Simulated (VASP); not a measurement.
Input:

```
CELL_PARAMETERS angstrom
      2.86295     0.00000     0.00000
      0.00000     2.86295     0.00000
      0.00000     0.00000     2.86295
ATOMIC_POSITIONS crystal
  Al 0.50000 0.50000 0.50000
  Fe 0.00000 0.00000 0.00000
```

All values below come from optB88-vdW, VASP's PBE PAW potentials (set 64) (plane waves; VASP). Run with 520 eV cut-off, 11×11×11 Γ-centred mesh, first-order Methfessel-Paxton smearing of 0.10 eV, potentials Al Fe.

**Question.** What does the run give for the energy per atom (σ→0), band gap (on the k-mesh) with the smallest direct gap where there is one?

**Answer.** 
The band gap (on the k-mesh) is none (metal, semimetal or under 0.01 eV) and the energy per atom (σ→0) is -4.303 eV/atom.

Only differences to runs with the same potentials and settings are physical.

The compound is FeAl in the CsCl type structure. It was relaxed first. The start is the result of an earlier pass. The run is not spin-polarised, so no magnetic state was tried. The electron count is odd and the run is not spin-polarised, which forces a metal.
